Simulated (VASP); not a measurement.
# ZnCd2SeS2 in VASP: a series of runs, part 2 of 3

VASP 6.6.1.

## 3. Relaxation of cell and atoms, PBE

This run uses another cell than the first one, of 21.89 Å³/atom, 0.870 times its volume.

File INCAR:

```
ALGO = Fast ; EDIFF = 1E-4
EDIFFG = -0.08 ; ENCUT = 520
GGA = PE ; IBRION = 2
ISIF = 3 ; ISMEAR = 0
LASPH = T ; LCHARG = F
LREAL = F ; LWAVE = F
NELM = 60 ; NSW = 24
PREC = Normal ; SIGMA = 0.15
```

File KPOINTS:

```
k-points
0
Gamma
  4 4 4
```

File POSCAR:

```
ZnCd2SeS2
1.0
   -1.9780000000      5.9350000000      2.7975000000
    1.9780000000     -5.9350000000      2.7975000000
    1.9780000000      5.9350000000     -2.7975000000
Zn Cd Se S
1 2 1 2
Direct
    0.0000000000      0.0000000000      0.0000000000
    0.3333300000      0.0000000000      0.3333300000
    0.6666700000      0.0000000000      0.6666700000
    0.2500000000      0.7500000000      0.5000000000
    0.5833300000      0.7500000000      0.8333300000
    0.9166700000      0.7500000000      0.1666700000
```

Potentials or basis: VASP PAW PBE potentials, release 64 (Zn, Cd, Se, S).

Started as:

```sh
> cat potpaw_PBE.64/Zn/POTCAR potpaw_PBE.64/Cd/POTCAR potpaw_PBE.64/Se/POTCAR potpaw_PBE.64/S/POTCAR > POTCAR
> mpirun -np 1 vasp_std > vasp.out
```

OUTCAR:

```text
EDIFF = 1E-4
   EDIFFG = -0.08
   ENCUT = 520
   GGA = PE
   IBRION = 2
   ISIF = 3
   ISMEAR = 0
   LASPH = T
   LREAL = F
   NELM = 60
   NSW = 24
   PREC = Normal

 ion  position               nearest neighbor table
   1  0.000  0.000  0.000-   4 2.42   4 2.42   6 2.42   5 2.42
   2  0.333  0.000  0.333-   5 2.42   5 2.42   6 2.42   4 2.42
   3  0.667  0.000  0.667-   6 2.42   6 2.42   5 2.42   4 2.42
   4  0.250  0.750  0.500-   1 2.42   1 2.42   3 2.42   2 2.42
   5  0.583  0.750  0.833-   2 2.42   2 2.42   3 2.42   1 2.42
   6  0.917  0.750  0.167-   3 2.42   3 2.42   2 2.42   1 2.42

  LATTYP: Found a body centered orthorhombic cell.
 ALAT       =     3.9560000000
 B/A-ratio  =     1.4143073812
 C/A-ratio  =     3.0005055612

  Lattice vectors:

 A1 = (   1.9780000000,  -5.9350000000,  -2.7975000000)
 A2 = (  -1.9780000000,  -5.9350000000,   2.7975000000)
 A3 = (  -1.9780000000,   5.9350000000,  -2.7975000000)

Analysis of symmetry for initial positions (statically):
=====================================================================
 Subroutine PRICEL returns:
 Original cell was already a primitive cell.

 Routine SETGRP: Setting up the symmetry group for a
 body centered orthorhombic supercell.

 Subroutine GETGRP returns: Found  4 space group operations
 (whereof  4 operations were pure point group operations)
[... 158 lines left out ...]

 number of electron      53.9999994 magnetization

 Free energy of the ion-electron system (eV)
  ---------------------------------------------------
  ext. energy  EPLUGINS =         0.00000000
  ---------------------------------------------------
  free energy    TOTEN  =       -17.34894260 eV

  energy without entropy =      -17.34894260  energy(sigma->0) =      -17.34894260

------------------------ aborting loop because EDIFF is reached ----------------------------------------

  FORCE on cell =-STRESS in cart. coord.  units (eV):
  Direction    XX          YY          ZZ          XY          YZ          ZX
  --------------------------------------------------------------------------------------
  -------------------------------------------------------------------------------------
  Total        9.3898694     10.3700623      9.7189156      0.0000000      0.0000000      0.0000000
  in kB      114.5230848    126.4779600    118.5362802      0.0000000      0.0000000      0.0000000
  external PRESSURE =     119.8457750 kB  Pullay stress =       0.0000000 kB
[... 227 lines left out ...]
--------------------------------------- Ionic step        7  -------------------------------------------

 number of electron      54.0000049 magnetization

 Free energy of the ion-electron system (eV)
  ---------------------------------------------------
  ext. energy  EPLUGINS =         0.00000000
  ---------------------------------------------------
  free energy    TOTEN  =       -18.36193034 eV

  energy without entropy =      -18.36193030  energy(sigma->0) =      -18.36193032

 E-fermi :   1.5755     XC(G=0):  -9.0018

 val. band max:        1.0613974399   @ k =   0.0000   0.0000   0.0000
 cond. band min:       2.0790373158   @ k =   0.0000   0.0000   0.0000
 fundamental gap:      1.0176398759
 Fermi energy:         1.5755005947

 k-point     1 :       0.0000    0.0000    0.0000
  band No.  band energies     occupation
      1     -11.3677      2.00000
      2     -10.7465      2.00000
      3     -10.6971      2.00000
      4      -6.6255      2.00000
      5      -6.5838      2.00000
      6      -6.5805      2.00000
[... 652 lines left out ...]
  FREE ENERGIE OF THE ION-ELECTRON SYSTEM (eV)
  ---------------------------------------------------
  free  energy   TOTEN  =       -18.3619303351 eV

  energy  without entropy=      -18.3619303008  energy(sigma->0) =      -18.36193032

 reached required accuracy - stopping structural energy minimisation
```

OSZICAR:

```text
N       E                     dE             d eps       ncg     rms          rms(c)
DAV:   1     0.444046302475E+03    0.44405E+03   -0.26110E+04  1152   0.173E+03
DAV:   2     0.192188332826E+02   -0.42483E+03   -0.41496E+03  1224   0.420E+02
DAV:   3    -0.179720194643E+02   -0.37191E+02   -0.36912E+02  1376   0.125E+02
DAV:   4    -0.187270635832E+02   -0.75504E+00   -0.75412E+00  1344   0.180E+01
[... 58 lines left out ...]
RMM:   2    -0.183649049688E+02    0.18593E-01   -0.81910E-02  1152   0.242E+00    0.474E-01
RMM:   3    -0.183625655695E+02    0.23394E-02   -0.12607E-02  1152   0.642E-01    0.301E-01
RMM:   4    -0.183620427115E+02    0.52286E-03   -0.29246E-03  1166   0.349E-01    0.147E-01
RMM:   5    -0.183619365279E+02    0.10618E-03   -0.75056E-04   961   0.210E-01    0.586E-02
RMM:   6    -0.183619303351E+02    0.61928E-05   -0.18776E-04   685   0.847E-02
   7 F= -.18361930E+02 E0= -.18361930E+02  d E =-.244976E-02
```

CONTCAR:

```text
ZnCd2SeS2
   1.00000000000000
    -2.0783467361811589    6.2029253860922022    2.9361561683659128
     2.0783467361811589   -6.2029253860922022    2.9361561683659128
     2.0783467361811589    6.2029253860922022   -2.9361561683659128
  Zn              Cd              Se              S
     1     2     1     2
Direct
     0.9868409604930285    0.9868409604930285    1.0000000000000000
     0.3362747428226088    0.0064353316084068    0.3298394112142020
     0.6765959203942046    0.0064353316084068    0.6701605887857980
     0.2242946846871612    0.7242946846871614    0.5000000000000000
     0.6047194716068253    0.7629968458014984    0.8417226258053269
     0.9212742199961713    0.7629968458014984    0.1582773741946731

  0.00000000E+00  0.00000000E+00  0.00000000E+00
  0.00000000E+00  0.00000000E+00  0.00000000E+00
  0.00000000E+00  0.00000000E+00  0.00000000E+00
  0.00000000E+00  0.00000000E+00  0.00000000E+00
  0.00000000E+00  0.00000000E+00  0.00000000E+00
  0.00000000E+00  0.00000000E+00  0.00000000E+00
```

Wall time 3 min (1 thread of Intel Xeon Platinum 8488C (Sapphire Rapids), shared host); peak memory 0.3 GiB.

What came out:

| Property | Result |
| --- | --- |
| Free energy | -18.3619 eV |
| Relaxed volume | 25.23 Å³/atom |
| Relaxed cell | a = 7.171 Å, b = 7.171 Å, c = 7.171 Å, α = 146.30°, β = 60.22°, γ = 131.66° |
| Space group after relaxing (to 0.05 Å) | Imm2 (No. 44) |
| Energy gained by relaxing | 168.8 meV/atom |
| Ionic steps | 7 |
| Pressure after relaxing | -0.1 GPa |
| Largest force after relaxing | 0.055 eV/Å |
| Band gap on the k mesh | 1.02 eV, direct |

Forces in eV/Å, atoms in the order of the input:
```
Zn   0.000  0.000 -0.022
Cd   0.000  0.055  0.001
Cd   0.000 -0.055  0.001
Se   0.000  0.000 -0.012
S    0.000 -0.018  0.015
S    0.000  0.018  0.015
```

Step by step:
| step | energy change (eV) | largest force (eV/Å) | pressure (GPa) | volume (Å³) |
| --- | --- | --- | --- | --- |
| 1 | 0.0000 | 2.1452 | 11.98 | 131.36 |
| 2 | -0.7862 | 0.3766 | -3.31 | 165.02 |
| 3 | -0.9132 | 0.6309 | -0.73 | 154.27 |
| 4 | -0.9757 | 0.4288 | -0.37 | 152.66 |
| 5 | -1.0071 | 0.1332 | 0.28 | 149.80 |
| 6 | -1.0105 | 0.1008 | 0.26 | 150.48 |
| 7 | -1.0130 | 0.0547 | -0.15 | 151.41 |

Final structure:
```yaml
crystal:
  lattice:
    - [-2.07835, 6.20293, 2.93616]
    - [2.07835, -6.20293, 2.93616]
    - [2.07835, 6.20293, -2.93616]
  atoms:
    - { symbol: Zn, position: [0.98684, 0.98684, 0.00000] }
    - { symbol: Cd, position: [0.33627, 0.00644, 0.32984] }
    - { symbol: Cd, position: [0.67660, 0.00644, 0.67016] }
    - { symbol: Se, position: [0.22429, 0.72429, 0.50000] }
    - { symbol: S, position: [0.60472, 0.76300, 0.84172] }
    - { symbol: S, position: [0.92127, 0.76300, 0.15828] }
```

Caveat: the k mesh is coarse (spacing up to 0.49 Å⁻¹), so the values aren't converged; the volume moved by over 15 % at a fixed basis, so the end points are rough; the relaxation stopped at a loose force limit of 0.08 eV/Å, so its end isn't a converged minimum.

## 4. Relaxation of cell and atoms, PBE

This run uses another cell than the first one, of 22.50 Å³/atom, 0.894 times its volume.

INCAR is that of step 3.

File KPOINTS:

```
k-points
0
Gamma
  3 3 2
```

File POSCAR:

```
ZnCd2SeS2
1.0
    4.4843558300      0.0000000000      0.0000000000
    0.0000000000      4.4843558300      0.0000000000
    0.0000000000      0.0000000000      6.7144439200
Zn Cd Se S
1 2 1 2
Direct
    0.0000000000      0.0000000000      0.5000000000
    0.5000000000      0.5000000000      0.7786862900
    0.5000000000      0.5000000000      0.2213137100
    0.0000000000      0.0000000000      0.0000000000
    0.0000000000      0.5000000000      0.3818796700
    0.5000000000      0.0000000000      0.6181203300
```

Potentials or basis: VASP PAW PBE potentials, release 64 (Zn, Cd, Se, S).

Started as:

```sh
> cat potpaw_PBE.64/Zn/POTCAR potpaw_PBE.64/Cd/POTCAR potpaw_PBE.64/Se/POTCAR potpaw_PBE.64/S/POTCAR > POTCAR
> mpirun -np 1 vasp_std > vasp.out
```

OUTCAR:

```text
EDIFF = 1E-4
   EDIFFG = -0.08
   ENCUT = 520
   GGA = PE
   IBRION = 2
   ISIF = 3
   ISMEAR = 0
   LASPH = T
   LREAL = F
   NELM = 60
   NSW = 24
   PREC = Normal

 ion  position               nearest neighbor table
   1  0.000  0.000  0.500-   5 2.38   6 2.38   5 2.38   6 2.38
   2  0.500  0.500  0.779-   6 2.49   6 2.49   3 2.97   3 3.74
   3  0.500  0.500  0.221-   5 2.49   5 2.49   2 2.97   2 3.74
   4  0.000  0.000  0.000-
   5  0.000  0.500  0.382-   1 2.38   1 2.38   3 2.49   3 2.49
   6  0.500  0.000  0.618-   1 2.38   1 2.38   2 2.49   2 2.49

  LATTYP: Found a simple tetragonal cell.
 ALAT       =     4.4843558300
 C/A-ratio  =     1.4973039996

  Lattice vectors:

 A1 = (   4.4843558300,   0.0000000000,   0.0000000000)
 A2 = (   0.0000000000,   4.4843558300,   0.0000000000)
 A3 = (   0.0000000000,   0.0000000000,   6.7144439200)

[... 499 lines left out ...]
     32       7.2342      0.00000

[... ionic steps 4 to 14 ...]

--------------------------------------- Ionic step       15  -------------------------------------------

 number of electron      54.0000066 magnetization

------------------------ aborting loop because EDIFF is reached ----------------------------------------
[... 75 lines left out ...]
--------------------------------------- Ionic step       17  -------------------------------------------

 number of electron      54.0000069 magnetization

 Free energy of the ion-electron system (eV)
  ---------------------------------------------------
  ext. energy  EPLUGINS =         0.00000000
  ---------------------------------------------------
  free energy    TOTEN  =       -16.79490092 eV

  energy without entropy =      -16.77473466  energy(sigma->0) =      -16.78481779

 E-fermi :   2.2514     XC(G=0):  -9.6302

 val. band max:        2.1383698791   @ k =   0.3333   0.0000   0.5000
 cond. band min:       2.6608100695   @ k =   0.0000   0.0000   0.5000
 fundamental gap:      0.5224401904
 Fermi energy:         2.2514232972

 k-point     1 :       0.0000    0.0000    0.0000
  band No.  band energies     occupation
      1     -10.8523      2.00000
      2     -10.1340      2.00000
      3      -9.9237      2.00000
      4      -6.1928      2.00000
      5      -6.1339      2.00000
      6      -6.1339      2.00000
[... 232 lines left out ...]
  FREE ENERGIE OF THE ION-ELECTRON SYSTEM (eV)
  ---------------------------------------------------
  free  energy   TOTEN  =       -16.7949009250 eV

  energy  without entropy=      -16.7747346596  energy(sigma->0) =      -16.78481779

 reached required accuracy - stopping structural energy minimisation
```

Run time: 2.2 min. Hardware: 1 thread of Intel Xeon Platinum 8488C (Sapphire Rapids), shared host; peak memory 0.2 GiB.

Results:

- Free energy: -16.7949 eV
- Relaxed volume: 22.90 Å³/atom
- Relaxed cell: a = 3.863 Å, b = 3.863 Å, c = 9.206 Å, α = 90.00°, β = 90.00°, γ = 90.00°
- Space group after relaxing (to 0.05 Å): P-4m2 (No. 115)
- Energy gained by relaxing: 302.6 meV/atom
- Ionic steps: 17
- Pressure after relaxing: 0.2 GPa
- Largest force after relaxing: 0.077 eV/Å
- Band gap on the k mesh: none (metal or under the smearing width)

Forces on the atoms (eV/Å):
```
Zn   0.000  0.000  0.000
Cd   0.000  0.000  0.077
Cd   0.000  0.000 -0.077
Se   0.000  0.000  0.000
S    0.000  0.000 -0.072
S    0.000  0.000  0.072
```

The path:
```
step  energy change (eV)  largest force (eV/Å)  pressure (GPa)  volume (Å³)
   1              0.0000                0.9099            1.75       135.02
   2             -0.2474                0.6973           -0.37       139.83
   3             -0.3835                0.3756           -2.18       145.02
   4             -0.4002                0.4674           -2.52       147.45
   5             -0.5873                0.8568           -1.68       144.42
   6             -0.7177                1.4120            0.18       140.51
   7             -0.5233                2.8993            5.12       131.87
   8             -0.7334                1.7043            1.03       138.70
   9             -0.9580                1.7599            1.39       138.35
  10             -1.5792                1.3814            1.65       135.99
  11             -0.3186                0.8114            2.93       126.11
  12             -1.7480                0.7879            1.21       134.81
  13             -1.7540                0.6587            1.45       134.28
  14             -1.8078                0.1992           -0.94       139.33
  15             -1.8078                0.2405           -0.60       138.86
  16             -1.8155                0.1063            0.36       137.20
  17             -1.8156                0.0774            0.20       137.39
```

Final structure:
```xyz
6
Lattice="3.8632 0.0000 0.0000 0.0000 3.8632 0.0000 0.0000 0.0000 9.2060" Properties=species:S:1:pos:R:3 pbc="T T T"
Zn    0.0000    0.0000    4.6030
Cd    1.9316    1.9316    7.6371
Cd    1.9316    1.9316    1.5689
Se    0.0000    0.0000    0.0000
S     0.0000    1.9316    3.2765
S     1.9316    0.0000    5.9295
```

Caveat: the k mesh is coarse (spacing up to 0.47 Å⁻¹), so the values aren't converged; the relaxation stopped at a loose force limit of 0.08 eV/Å, so its end isn't a converged minimum.

## 5. Relaxation of cell and atoms, PBE

This run uses another cell than the first one, of 24.35 Å³/atom, 0.968 times its volume.

INCAR is that of step 4.

File KPOINTS:

```
k-points
0
Gamma
  4 4 4
```

File POSCAR:

```
ZnCd2SeS2
1.0
    2.0746027600      1.1977724600      9.8005534400
   -2.0746027600      1.1977724600      9.8005534400
    0.0000000000     -2.3955449200      9.8005534400
Zn Cd Se S
1 2 1 2
Direct
    0.5000000000      0.5000000000      0.5000000000
    0.4359999900      0.4359999900      0.4359999900
    0.5640000100      0.5640000100      0.5640000100
    0.0000000000      0.0000000000      0.0000000000
    0.7466999900      0.7466999900      0.7466999900
    0.2533000100      0.2533000100      0.2533000100
```

Started as:

```sh
> cat potpaw_PBE.64/Zn/POTCAR potpaw_PBE.64/Cd/POTCAR potpaw_PBE.64/Se/POTCAR potpaw_PBE.64/S/POTCAR > POTCAR
> mpirun -np 1 vasp_std > vasp.out
```

Wall time 17 min (1 thread of Intel Xeon Platinum 8488C (Sapphire Rapids), shared host); peak memory 0.56 GiB.

It converged, with:

- Free energy: -12.7416 eV
- Relaxed volume: 38.86 Å³/atom
- Relaxed cell: a = 15.447 Å, b = 15.447 Å, c = 15.447 Å, α = 15.63°, β = 15.63°, γ = 15.63°
- Space group after relaxing (to 0.05 Å): R-3m (No. 166)
- Energy gained by relaxing: 1219.6 meV/atom
- Ionic steps: 17
- Pressure after relaxing: 0.1 GPa
- Largest force after relaxing: 0.053 eV/Å
- Band gap on the k mesh: none (metal or under the smearing width)

Forces on the atoms (eV/Å):
```
Zn   0.000  0.000  0.000
Cd   0.000  0.000 -0.053
Cd   0.000  0.000  0.053
Se   0.000  0.000  0.000
S    0.000  0.000  0.053
S    0.000  0.000 -0.053
```

Stress tensor (GPa, compression positive):
```
 0.13  0.00  0.00
 0.00  0.13  0.00
 0.00  0.00 -0.08
```

The path:
```
step  energy change (eV)  largest force (eV/Å)  pressure (GPa)  volume (Å³)
   1              0.0000               15.6747           23.91       146.12
   2             34.2181                0.4406            6.10       225.42
   3             -3.8357                0.4459            0.20       225.36
   4             -7.2628                0.0549            0.47       223.73
   5             -7.2706                0.2935            0.38       225.27
   6             -7.2716                0.4704            0.32       226.17
   7             -7.2828                0.3788            0.31       227.16
   8             -7.3070                0.0420            0.00       230.10
   9             -7.2825                1.0884           -0.31       235.96
  10             -7.3112                0.2100           -0.01       231.36
  11             -7.3116                0.3128           -0.13       231.92
  12             -7.3161                0.2011            0.05       232.43
  13             -7.3165                0.1465            0.05       232.65
  14             -7.3164                0.1327            0.09       232.72
  15             -7.3165                0.1489           -0.02       232.68
  16             -7.3165                0.1531            0.08       232.66
  17             -7.3177                0.0531            0.06       233.14
```

Final structure:
```yaml
crystal:
  lattice:
    - [2.10040, 1.21267, 15.25548]
    - [-2.10040, 1.21267, 15.25548]
    - [0.00000, -2.42534, 15.25548]
  atoms:
    - { symbol: Zn, position: [0.50000, 0.50000, 0.50000] }
    - { symbol: Cd, position: [0.41072, 0.41072, 0.41072] }
    - { symbol: Cd, position: [0.58928, 0.58928, 0.58928] }
    - { symbol: Se, position: [0.00000, 0.00000, 0.00000] }
    - { symbol: S, position: [0.74663, 0.74663, 0.74663] }
    - { symbol: S, position: [0.25337, 0.25337, 0.25337] }
```

Levels at points of the mesh, in eV from the Fermi level:
| k point | band 24 | band 25 | band 26 | band 27 | band 28 | band 29 | band 30 | band 31 |
| --- | --- | --- | --- | --- | --- | --- | --- | --- |
| (0.00, 0.00, 0.00) | -0.19 | -0.19 | -0.19 | 0.54 | 0.54 | 1.68 | 1.69 | 3.79 |
| (0.50, 0.00, 0.00) | -0.56 | -0.52 | -0.33 | -0.05 | 0.17 | 2.62 | 3.53 | 3.75 |
| (0.50, 0.50, 0.00) | -0.65 | -0.46 | -0.25 | -0.13 | 0.17 | 2.64 | 3.62 | 3.62 |
| (0.50, 0.50, 0.50) | -0.19 | -0.19 | -0.18 | 0.54 | 0.54 | 1.39 | 1.95 | 3.76 |

Caveat: the k mesh is coarse (spacing up to 0.44 Å⁻¹), so the values aren't converged; the volume moved by over 15 % at a fixed basis, so the end points are rough; the relaxation stopped at a loose force limit of 0.08 eV/Å, so its end isn't a converged minimum.

[end of part 2 of 3]
